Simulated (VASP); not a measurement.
Calculation: LDA (Ceperley-Alder, Perdew-Zunger), VASP's LDA PAW potentials (set 64) (plane waves; VASP).

Input for VASP

### KPOINTS
```
Automatic mesh
0
Gamma
6 6 6
0 0 0
```

INCAR:
```
# general
SYSTEM   =  CsI
PREC     =  Accurate
ENCUT    =  520
LREAL    =  F
LASPH    =  T

# electronic loop
EDIFF    =  1E-6
NELM     =  100
ALGO     =  Normal
LMAXMIX  =  4

# smearing
ISMEAR   =  0
SIGMA    =  0.05

# ions
IBRION   =  2
NSW      =  60
ISIF     =  3
EDIFFG   =  -0.01

# output
LWAVE    =  F
LCHARG   =  F
```

File POSCAR:
```
CsI
1.0
  4.4091767125   0.0000000000   0.0000000000
  0.0000000000   4.4091767125   0.0000000000
  0.0000000000   0.0000000000   4.4091767125
Cs I
1 1
direct
  0.0000000000   0.0000000000   0.0000000000
  0.5000000000   0.5000000000   0.5000000000
```

POTCAR, in this order: Cs_sv I (LDA.64 set). Program: vasp_std.

Unless said otherwise, spin-orbit coupling is left out, though it shifts the bands of the heavy elements here.

**Question.** What does the run give for the energy per atom (σ→0), band gap (on the k-mesh)?

**Answer.** 
```yaml
energy per atom (σ→0): -3.094 eV/atom
band gap (on the k-mesh): 3.78 eV
```

**OSZICAR**
```
...
DAV:   6    -0.621394309732E+01    0.10496E+00   -0.13730E-01   540   0.186E+00    0.125E+00
DAV:   7    -0.618783614592E+01    0.26107E-01   -0.10129E-01   520   0.160E+00    0.467E-01
DAV:   8    -0.618731816910E+01    0.51798E-03   -0.61214E-03   572   0.501E-01    0.122E-01
DAV:   9    -0.618724621367E+01    0.71955E-04   -0.31312E-04   548   0.138E-01    0.615E-02
DAV:  10    -0.618726763322E+01   -0.21420E-04   -0.11348E-04   568   0.514E-02    0.178E-02
DAV:  11    -0.618726395581E+01    0.36774E-05   -0.40109E-05   548   0.336E-02    0.338E-03
DAV:  12    -0.618726360723E+01    0.34857E-06   -0.25922E-06   544   0.105E-02
   1 F= -.61872636E+01 E0= -.61872636E+01  d E =-.618726E+01
```

The compound is CsI in the CsCl type structure. It was relaxed first, which changed the volume by -10 %. The start is the result of an earlier pass.
